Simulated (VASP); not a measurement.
SrTiO3 (cubic perovskite) relaxed at rising pressure, in one space group throughout; other phases were not tried. The pressures are those reached. Calculation: LDA (Ceperley-Alder, Perdew-Zunger), VASP's LDA PAW potentials (set 64) (plane waves; VASP).

```csv
P (GPa),V (Å³/atom),k-mesh
-0.06,11.499,6×6×6
4.94,11.232,6×6×6
9.93,10.994,6×6×6
19.81,10.590,6×6×6
29.80,10.248,6×6×6
```

Question: Fit an equation of state and predict the volume at 44.95 GPa.

Answer: Least squares on the third-order Birch-Murnaghan form, P = (3B0/2)(y⁷ − y⁵)[1 + (3/4)(B′ − 4)(y² − 1)] with y = (V0/V)^(1/3), gives V0 = 11.496 Å³/atom, B0 = 202 GPa and B′ = 4.3, and so 9.818 Å³/atom. The run gave 9.816 Å³/atom, -0.0 % from the fit.

Pressures at which the relaxation failed are left out.

The compound is SrTiO3 in the cubic perovskite structure, the ideal cubic form; the compound distorts at low or room temperature.
